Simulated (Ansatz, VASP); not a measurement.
# GaN in two plane-wave programs

Aim: how closely do two programs agree when they are given the same cell, functional and k mesh? The cell is taken from a series of runs on this material, whose earlier steps may have relaxed, scaled, displaced or heated it; both programs get it as it stands.

Main program and level: Ansatz 0.2.0; plane waves, with VASP 6.6.1 beside it; LDA, spin-orbit coupling.

### Step 1. The starting structure

Symmetry: P6_3mc, No. 186, hexagonal system. Conventional cell: a = 3.180 Å, b = 3.180 Å, c = 5.166 Å, α = 90.00°, β = 90.00°, γ = 120.00°. Nearest to Ga lie 4 N at 1.94 to 1.95 Å. Nearest to N lie 4 Ga at 1.94 to 1.95 Å. Farther neighbours and most contacts between anions are not listed.

Structure file:

```xyz
4
Lattice="3.1800 0.0000 0.0000 -1.5900 2.7540 0.0000 0.0000 0.0000 5.1660" Properties=species:S:1:pos:R:3 pbc="T T T"
Ga    0.0000    1.8360    0.0000
Ga    1.5900    0.9180    2.5830
N     0.0000    1.8360    1.9373
N     1.5900    0.9180    4.5203
```

### Step 2. VASP: single point, LDA, spin-orbit coupling

With cell and atoms fixed, the geometry can't cause a difference; cores, projectors, grids and the points listed under the comparison can.

Lines of VASP's logs that name or quote its potential files are left out, and so is its time.

The input, INCAR:

```
SYSTEM = GaN
PREC = Accurate
ENCUT = 520
EDIFF = 1E-06
NELM = 200
ISMEAR = -1
SIGMA = 0.02
LREAL = .FALSE.
ALGO = Normal
GGA = PW92
LNONCOLLINEAR = .TRUE.
MAGMOM = 0 0 0 0 0 0 0 0 0 0 0 0
NBANDS = 48
GGA_COMPAT = .FALSE.
LASPH = .TRUE.
LSORBIT = .TRUE.
LORBIT = 11
LWAVE = .FALSE.
LCHARG = .FALSE.
ISIF = 2
EFERMI = MIDGAP
```

The input, POSCAR:

```
GaN
1.0
    3.1800000000      0.0000000000      0.0000000000
   -1.5900000000      2.7539607800      0.0000000000
    0.0000000000      0.0000000000      5.1660000000
Ga N
2 2
Direct
    0.3333333433      0.6666666767      0.0000000000
    0.6666666767      0.3333333433      0.5000000000
    0.3333333433      0.6666666767      0.3750000000
    0.6666666767      0.3333333433      0.8750000000
```

The input, KPOINTS:

```
Automatic mesh
0
Gamma
9 9 4
0 0 0
```

PAW data sets: Ga_d and N (LDA family, release 64).

The run is started by

```
$ mpirun -np 1 vasp_ncl
```

Numbers of over 12 decimals in the logs are rounded to 6 here.

The program printed:

```text
[banner, memory and clock lines left out]
running    1 mpi-ranks, on    1 nodes
 distrk:  each k-point on    1 cores,    1 groups
 distr:  one band on    1 cores,    1 groups

 POSCAR found type information on POSCAR GaN
 POSCAR found :  2 types and       4 ions
|                                                                             |
|               ----> ADVICE to this user running VASP <----                  |
|                                                                             |
|     You enforced a specific xc type in the INCAR file but a different       |
|     [... a line on the potential file left out ...]
|     I HOPE YOU KNOW WHAT YOU ARE DOING!                                     |
|                                                                             |

 LDA part: xc-table for (Slater(with rela. corr.)+PW92), standard interpolation
 POSCAR, INCAR and KPOINTS ok, starting setup
 FFT: planning ... GRIDC
 FFT: planning ... GRID_SOFT
 FFT: planning ... GRID
 WAVECAR not read
 entering main loop
       N       E                     dE             d eps       ncg     rms          rms(c)
DAV:   1     0.398655879666E+03    0.39866E+03   -0.16180E+04  5368   0.282E+03
DAV:   2     0.484052753714E+02   -0.35025E+03   -0.32703E+03  4688   0.725E+02
DAV:   3    -0.263375967409E+02   -0.74743E+02   -0.72713E+02  5272   0.218E+02
DAV:   4    -0.318783757309E+02   -0.55408E+01   -0.54874E+01  5872   0.623E+01
DAV:   5    -0.320209015776E+02   -0.14253E+00   -0.14239E+00  5424   0.104E+01    0.107E+01
DAV:   6    -0.279084278342E+02    0.41125E+01   -0.10956E+01  8392   0.543E+01    0.297E+00
DAV:   7    -0.279884695818E+02   -0.80042E-01   -0.17783E+00  5072   0.966E+00    0.259E+00
DAV:   8    -0.279467857040E+02    0.41684E-01   -0.25682E-01  7152   0.624E+00    0.837E-01
DAV:   9    -0.279260479715E+02    0.20738E-01   -0.85364E-02  6800   0.494E+00    0.255E-01
DAV:  10    -0.279269133569E+02   -0.86539E-03   -0.62775E-03  5296   0.992E-01    0.102E-01
DAV:  11    -0.279268046737E+02    0.10868E-03   -0.11979E-03  6080   0.554E-01    0.577E-02
DAV:  12    -0.279268107458E+02   -0.60721E-05   -0.31290E-04  8080   0.204E-01    0.204E-02
DAV:  13    -0.279268143462E+02   -0.36004E-05   -0.66855E-05  5024   0.772E-02    0.233E-02
DAV:  14    -0.279268119444E+02    0.24018E-05   -0.13279E-05  6464   0.511E-02    0.753E-03
DAV:  15    -0.279268113185E+02    0.62589E-06   -0.53342E-06  5536   0.373E-02
   1 F= -.27926811E+02 E0= -.27926811E+02  d E =-.157093E-23  mag=     0.0000    -0.0000    -0.0000
```

From OUTCAR (step 2):

```text
ion  position               nearest neighbor table
   1  0.333  0.667  0.000-   3 1.94   4 1.95   4 1.95   4 1.95
   2  0.667  0.333  0.500-   4 1.94   3 1.95   3 1.95   3 1.95
   3  0.333  0.667  0.375-   1 1.94   2 1.95   2 1.95   2 1.95
   4  0.667  0.333  0.875-   2 1.94   1 1.95   1 1.95   1 1.95

  LATTYP: Found a hexagonal cell.
 ALAT       =     3.1800000000
 C/A-ratio  =     1.6245283019

 Subroutine GETGRP returns: Found 12 space group operations
 (whereof  6 operations were pure point group operations)

The static configuration has the point symmetry C_3v.
 The point group associated with its full space group is C_6v.

 Found     48 irreducible k-points:

   k-points           NKPTS =     48   k-points in BZ     NKDIM =     48   number of bands    NBANDS=     48

   dimension x,y,z NGX =    24 NGY =   24 NGZ =   40
   dimension x,y,z NGXF=    48 NGYF=   48 NGZF=   80

   ENCUT  =  520.0 eV  38.22 Ry    6.18 a.u.   5.91  5.91  9.61*2*pi/ulx,y,z

   NELECT =      36.0000    total number of electrons

 k-points in reciprocal lattice and weights: Automatic mesh
   0.00000000  0.00000000  0.00000000       0.003
   0.11111111 -0.00000000  0.00000000       0.019
   0.22222222 -0.00000000  0.00000000       0.019
   0.33333333 -0.00000000  0.00000000       0.019
   0.44444444 -0.00000000  0.00000000       0.019
   0.11111111  0.11111111  0.00000000       0.019
   0.22222222  0.11111111  0.00000000       0.037
   0.33333333  0.11111111  0.00000000       0.037
   0.44444444  0.11111111  0.00000000       0.019
[...]
0.33333333  0.22222222  0.50000000       0.037
   0.33333333  0.33333333  0.50000000       0.006

 average (electrostatic) potential at core
       1 -64.6297       2 -64.6297       3 -61.8702       4 -61.8702

 E-fermi :   6.1787

 k-point     1 :       0.0000    0.0000    0.0000
  band No.  band energies     occupation
    ...
     32       5.1172      1.00000
     33       5.1787      1.00000
     34       5.1787      1.00000
     35       5.1843      1.00000
     36       5.1843      1.00000
     37       7.1730      0.00000
     38       7.1730      0.00000
     39       9.3901      0.00000
     40       9.3901      0.00000
     41      14.2855      0.00000
    ...

 k-point     2 :       0.1111   -0.0000    0.0000
  band No.  band energies     occupation
    ...
     32       4.2256      1.00000
     33       4.9822      1.00000
     34       4.9985      1.00000
     35       5.0691      1.00000
     36       5.0744      1.00000
     37       8.0325      0.00000
     38       8.0384      0.00000
     39      10.0934      0.00000
     40      10.1085      0.00000
     41      13.8252      0.00000
    ...

 k-point     3 :       0.2222   -0.0000    0.0000
  band No.  band energies     occupation
    ...
     32       3.2905      1.00000
     33       4.5597      1.00000
     34       4.5899      1.00000
     35       4.7695      1.00000
     36       4.7766      1.00000
     37       9.2201      0.00000
     38       9.2373      0.00000
     39      10.9890      0.00000
     40      10.9960      0.00000
     41      12.6566      0.00000
    ...

  Total       -1.1062260     -1.1062260     -0.4977598      0.0000000      0.0000000      0.0000000
  in kB      -39.1755578    -39.1755577    -17.6275167      0.0000000      0.0000000      0.0000000
  external PRESSURE =     -31.9928774 kB  Pullay stress =       0.0000000 kB

  energy-cutoff  :      520.00
  volume of cell :       45.24
      direct lattice vectors                 reciprocal lattice vectors
     3.180000000  0.000000000  0.000000000     0.314465409  0.181556689  0.000000000
    -1.590000000  2.753960780  0.000000000     0.000000000  0.363113377  0.000000000
     0.000000000  0.000000000  5.166000000     0.000000000  0.000000000  0.193573364

 POSITION                                       TOTAL-FORCE (eV/Angst)
 -----------------------------------------------------------------------------------
      0.00000      1.83597      0.00000         0.000000     -0.000000     -0.127321
      1.59000      0.91799      2.58300         0.000000     -0.000000     -0.127321
      0.00000      1.83597      1.93725        -0.000000      0.000000      0.127321
      1.59000      0.91799      4.52025        -0.000000      0.000000      0.127321
 -----------------------------------------------------------------------------------
    total drift:                               -0.000013     -0.000023      0.000600

  FREE ENERGIE OF THE ION-ELECTRON SYSTEM (eV)
  ---------------------------------------------------
  free  energy   TOTEN  =       -27.9268113185 eV

  energy  without entropy=      -27.9268113185  energy(sigma->0) =      -27.92681132

 Spin-Orbit-Coupling matrix elements
 Ion:    1  E_soc:     -0.0112899
 Ion:    2  E_soc:     -0.0112899
 Ion:    3  E_soc:     -0.0000984
 Ion:    4  E_soc:     -0.0000984

 total charge
# of ion       s       p       d       tot
------------------------------------------
    1        0.798   0.920  10.184  11.902
    2        0.798   0.920  10.184  11.902
    3        1.209   2.497   0.000   3.706
    4        1.209   2.497   0.000   3.706
--------------------------------------------------
tot          4.015   6.835  20.367  31.217

 magnetization (x)
# of ion       s       p       d       tot
------------------------------------------
    1        0.000   0.000   0.000   0.000
    2       -0.000   0.000  -0.000  -0.000
    3        0.000   0.000   0.000   0.000
    4        0.000  -0.000   0.000  -0.000
--------------------------------------------------
tot         -0.000   0.000   0.000  -0.000

 magnetization (y)
# of ion       s       p       d       tot
------------------------------------------
    1        0.000   0.000   0.000   0.000
    2        0.000   0.000   0.000   0.000
    3       -0.000   0.000   0.000  -0.000
    4        0.000   0.000   0.000   0.000
--------------------------------------------------
tot         -0.000   0.000   0.000  -0.000

 magnetization (z)
# of ion       s       p       d       tot
------------------------------------------
    1       -0.000  -0.000   0.000  -0.000
    2       -0.000  -0.000   0.000  -0.000
    3        0.000  -0.000   0.000  -0.000
    4        0.000  -0.000   0.000  -0.000
--------------------------------------------------
tot          0.000  -0.000   0.000  -0.000

[... 3 further parts left out ...]
```

The run ends at a pressure of -3.20 GPa, with forces up to 0.13 eV/Å.

### Step 3. Ansatz: single point, LDA, spin-orbit coupling

Ansatz runs on its fully relativistic PAW (standard-fr) files.

The same cell, functional (in two slightly different forms), mesh and smearing now go to Ansatz, which takes its cutoff from its data sets.

The input, input.yaml:

```yaml
crystal:
  lattice:
    - [3.18, 0.0, 0.0]
    - [-1.59, 2.75396078, 0.0]
    - [0.0, 0.0, 5.166]
  atoms:
    - { symbol: Ga, position: [0.33333333, 0.66666667, 0.0] }
    - { symbol: Ga, position: [0.66666667, 0.33333333, 0.5] }
    - { symbol: "N", position: [0.33333333, 0.66666667, 0.375] }
    - { symbol: "N", position: [0.66666667, 0.33333333, 0.875] }
kpoints:
  mp_grid: { grid: [9, 9, 4] }
  band_path:
    path:
      - [[0.0, 0.0, 0.0], [0.5, 0.0, 0.0], [0.33333333, 0.33333333, 0.0], [0.0, 0.0, 0.0], [0.0, 0.0, 0.5], [0.5, 0.0, 0.5], [0.33333333, 0.33333333, 0.5], [0.0, 0.0, 0.5]]
      - [[0.5, 0.0, 0.5], [0.5, 0.0, 0.0]]
      - [[0.33333333, 0.33333333, 0.5], [0.33333333, 0.33333333, 0.0]]
    npoints: 10
hamiltonian:
  xc: lda
scf:
  occupations: { method: fermi_dirac, width: 0.02 }
  n_extra_bands: 10
magnetization:
  noncollinear: true
  spin_orbit: true
output:
  eigenvalues: true
```

The run is started by

```
$ ansatz run input.yaml --threads 8 --pin off --max-ram 18432MiB --backend cpu --events-out ev --progress --plain --runs-dir out
```

The program printed:

```text
scf.n_extra_bands = 10 over 36 filled bands (N_el = 36.0): the run solves 46 bands
Engine: ansatz 0.2.0, aarch64-unknown-linux-gnu
Pseudopotentials: kind: paw_fr
Pseudopotential: Ga, paw_fr, valence charge 13, recommended cutoff 420 eV (normal), Ga.paw.azcp#standard-fr
Pseudopotential: N, paw_fr, valence charge 5, recommended cutoff 420 eV (normal), N.paw.azcp#standard-fr
Functional definition: SPW92
  exchange = slater_x
  correlation = pw_c
non-collinear run that drives no moment, with spin-orbit: no starting moment large enough to seed its density (crystal.atoms[].spin), no starting occupations that ask for one, no magnetisation constraint and no magnetic field, so the semilocal B_xc is pinned to zero
Crystal: 4 atoms, lattice volume = 45.242 Å³
Basis set: ecut = 420 eV, 881 PW (Γ)
Bands: 46, of which v1, the nominal top of the filled ones, is band 36 counted from 1 (35 counted from 0)
Symmetry: 12 space group operations + 12 with time reversal
Magnetic group: BNS 186.204 (UNI 1434), of the structure as read, at distance tolerance 3.6e-5 Å
k-points: 36 of 324 (time reversal used)
Projection manifold: j_resolved (fully-relativistic pseudo-atomic orbitals)
Non-local potential: Ga, projectors of the file, l = 0: 2, l = 1: 4, l = 2: 6, l = 3: 2
Non-local potential: N, projectors of the file, l = 0: 2, l = 1: 4, l = 2: 2
PAW form: soft (Blöchl's): semilocal exchange-correlation on the pseudo side does not see the compensation charge
PAW frozen core: Ga, regenerated for the run's functional, and the local potential with it (the file was generated under x = pbe(κ = 0.804, μ = 0.219515), c = pbe(β = 0.066725))
PAW frozen core: N, regenerated for the run's functional, and the local potential with it (the file was generated under x = pbe(κ = 0.804, μ = 0.219515), c = pbe(β = 0.066725))
PAW one-centre angular grid: Ga, 590 points (default); XC on 64 Gauss nodes
PAW one-centre angular grid: N, 110 points (default); XC on 64 Gauss nodes
Initial density: superposition of atomic densities (chi_scale 0.1, normalization cell, long waves kept (reshape's long-wave potential 0.00 eV rms))
Initial wavefunctions: pseudopotential atomic-orbital guess
Functional: x = slater, c = lda
SCF iter   1: F=—  HF=-8165.562079 eV  |F-HF|=—  |Δ(HF+E_count)|=         —  Δρ=9.66e-2  dr2=4.10e0  dr2_m=0.00e0 (ungated)  ethr=3.10e-3  |M|=0.00e0 ∫|m|=0.00e0 μB  |m|>n=0.0e0 m-floor=0.0e0 τ_xc=0.0e0  β_m=0.30  ⟨swp⟩=5.5  Hψ=7081  notcnv=0
preconditioner: auto → Resta (q_TF=auto, 2.626 Å⁻¹)  ε∞=4.6  [insulator: Δε(μ)=2.803 eV  Ē_g=17.542 eV  σ=0.020 eV  W_gap=1.00  n_scr=22 (ndim 8)  ℏωp=33.1 eV  f_vac=0.000  D(μ)=0.00/eV (n_scr^D=0)  ε∞_Penn≈4.6]
spin=Noncollinear: Resta preconditioning applied to the charge; magnetization (m_x, m_y, m_z) channels mix plain (no charge-response kernel on spin).
SCF iter   2: F=—  HF=-8164.702856 eV  |F-HF|=—  |Δ(HF+E_count)|=   8.59e-1  Δρ=5.54e-2  dr2=1.22e0  dr2_m=0.00e0 (ungated)  ethr=3.10e-3  |M|=0.00e0 ∫|m|=0.00e0 μB  |m|>n=0.0e0 m-floor=0.0e0 τ_xc=0.0e0  β_m=0.47  ⟨swp⟩=2.0  Hψ=2485  notcnv=0  defer=142
SCF iter   3: F=—  HF=-8164.355837 eV  |F-HF|=—  |Δ(HF+E_count)|=   3.47e-1  Δρ=1.96e-2  dr2=1.11e-1  dr2_m=0.00e0 (ungated)  ethr=3.10e-3  |M|=0.00e0 ∫|m|=0.00e0 μB  |m|>n=0.0e0 m-floor=0.0e0 τ_xc=0.0e0  β_m=0.69  ⟨swp⟩=2.0  Hψ=2154  notcnv=0  defer=142
SCF iter   4: F=—  HF=-8164.321266 eV  |F-HF|=—  |Δ(HF+E_count)|=   3.46e-2  Δρ=2.68e-3  dr2=3.79e-3  dr2_m=0.00e0 (ungated)  ethr=3.08e-4  |M|=0.00e0 ∫|m|=0.00e0 μB  |m|>n=0.0e0 m-floor=0.0e0 τ_xc=0.0e0  β_m=0.66  ⟨swp⟩=3.0  Hψ=3165  notcnv=0  defer=150
SCF iter   5: F=—  HF=-8164.320069 eV  |F-HF|=—  |Δ(HF+E_count)|=   1.20e-3  Δρ=2.00e-3  dr2=1.06e-3  dr2_m=0.00e0 (ungated)  ethr=1.05e-5  |M|=0.00e0 ∫|m|=0.00e0 μB  |m|>n=0.0e0 m-floor=0.0e0 τ_xc=0.0e0  β_m=0.77  ⟨swp⟩=2.0  Hψ=2996  notcnv=0  defer=150
SCF iter   6: F=—  HF=-8164.320167 eV  |F-HF|=—  |Δ(HF+E_count)|=   9.86e-5  Δρ=4.18e-4  dr2=5.15e-5  dr2_m=0.00e0 (ungated)  ethr=2.96e-6  |M|=0.00e0 ∫|m|=0.00e0 μB  |m|>n=0.0e0 m-floor=0.0e0 τ_xc=0.0e0  β_m=0.89  ⟨swp⟩=2.0  Hψ=2114  notcnv=0  defer=150
SCF iter   7: F=—  HF=-8164.320183 eV  |F-HF|=—  |Δ(HF+E_count)|=   1.62e-5  Δρ=6.60e-5  dr2=1.73e-6  dr2_m=0.00e0 (ungated)  ethr=1.43e-7  |M|=0.00e0 ∫|m|=0.00e0 μB  |m|>n=0.0e0 m-floor=0.0e0 τ_xc=0.0e0  β_m=0.94  ⟨swp⟩=1.4  Hψ=1592  notcnv=0  defer=150
SCF iter   8: F=-8164.320184 eV  HF=-8164.320184 eV  |F-HF|=1.08e-8  |Δ(HF+E_count)|=   9.24e-7  Δρ=7.58e-6  dr2=2.29e-8  dr2_m=0.00e0 (ungated)  ethr=2.78e-10  |M|=0.00e0 ∫|m|=0.00e0 μB  |m|>n=0.0e0 m-floor=0.0e0 τ_xc=0.0e0  ⟨swp⟩=7.4  Hψ=6328  notcnv=0
SCF 1 converged in 8 iterations: F = -8164.320184 eV  dr2 = 2.29e-8
  greatest PAW one-centre occupation: 0.995 electrons in one spin orbital (limit 2), on the Ga atom at site 1 (counted from 0), in its partial waves of l = 2
NSCF: frozen V_eff on 93 k-points
SCF converged after 8 iterations
Magnetization: |M| = 0.0000 μB,  M = (+0.0000, +0.0000, +0.0000) μB
Absolute magnetization: 0.0000 μB (∫|m|)
  site 0: m = (+0.0000, +0.0000, +0.0000) μB, |m| = 0.0000 μB  (R = 0.80 Å)
  site 1: m = (+0.0000, +0.0000, +0.0000) μB, |m| = 0.0000 μB  (R = 0.80 Å)
  site 2: m = (+0.0000, +0.0000, +0.0000) μB, |m| = 0.0000 μB  (R = 0.80 Å)
  site 3: m = (+0.0000, +0.0000, +0.0000) μB, |m| = 0.0000 μB  (R = 0.80 Å)
Free energy (F): -8164.320184 eV
Harris-Foulkes:  -8164.320184 eV  (|F-HF|=1.08e-8)
Internal energy: -8164.320184 eV  (E = F + TS)
E sigma→0 (E₀):  -8164.320184 eV
Fermi energy:    10.475305 eV
--- Per-component energies (eV) ---
  E_band       = -20.345096
  E_kinetic    = 494.160800
  E_local      = -3895.503617  (includes V_loc(G=0)·N_el)
  E_nonlocal   = 955.500795
  E_hartree    = 1788.223690
  E_xc         = -255.723806
  E_vxc        = -268.472909  (∫ρ·V_xc dr)
  E_paw        = -4070.779268  (= ΣΔE_a)
  E_vpaw       = -882.476603  (= ΣTr[D̂ρ^β])
  E_aug_tail   = 0.000022  (compensation charges beyond the density's cutoff)
  E_ewald      = -3183.826730
  E_core_change = 3.627928  (= ΣΔE_core)
  E_smearing   = -0.000000  (= −TS)
  E_closure    = -0.000000  (closes the sum)
  Σ components = -8164.320184   (vs F -8164.320184, Δ=0.00e0)
--- Band table (eV; the first three rows and the last of 36) ---
  k-point 0: bands = [... 32 lower, 9.4785, 9.4785, 9.4846, 9.4846, 11.4543, 11.4543, 13.6769, 13.6769, ... 6 higher]
  k-point 1: bands = [... 32 lower, 9.3106, 9.3106, 9.3218, 9.3218, 12.6163, 12.6163, 13.7904, 13.7904, ... 6 higher]
  k-point 2: bands = [... 32 lower, 8.9391, 8.9391, 8.9391, 8.9391, 13.7104, 13.7104, 13.7104, 13.7104, ... 6 higher]
  k-point 35: bands = [... 32 lower, 7.9523, 7.9523, 7.9594, 7.9594, 15.8445, 15.8445, 15.8704, 15.8704, ... 6 higher]
```

### Step 4. Comparison

Known differences besides the potentials themselves: spin-orbit coupling enters by fully relativistic files in Ansatz and inside the spheres in VASP; the cutoff is 420 eV in Ansatz and 520 eV in VASP; VASP's log shows a relativistic correction to its local exchange, Ansatz's none. Total energies have different zeros and are not compared.

The two programs side by side:

```
              quantity  Ansatz   VASP  difference
gap on the k mesh (eV)   1.970  1.989      -0.019
```

A gap on the mesh is an upper bound, since the band edges may lie between its points.

### Step 5. Summary of results

```
difference in gap on the k mesh (single point, LDA, spin-orbit coupling) : -0.019 eV
```

The difference in gap on the k mesh is -0.019 eV (single point, LDA, spin-orbit coupling), within the 0.08 eV picked in this series as the mark of a large difference. How closely two codes agree says nothing of how well the functional describes the real material.

[Lines on the potential files, build, host, timing and source positions are cut from VASP's logs without a mark.]

[Logs are printed without paths, hosts, clocks, repeated set-up lines and the standing remarks that a program may print on its own settings, such as how far it seeks lower states.]

[Hosts, paths, dates, database ids (printed as entryN), source tags and the programs' standing remarks are cut or masked in the printed files.]
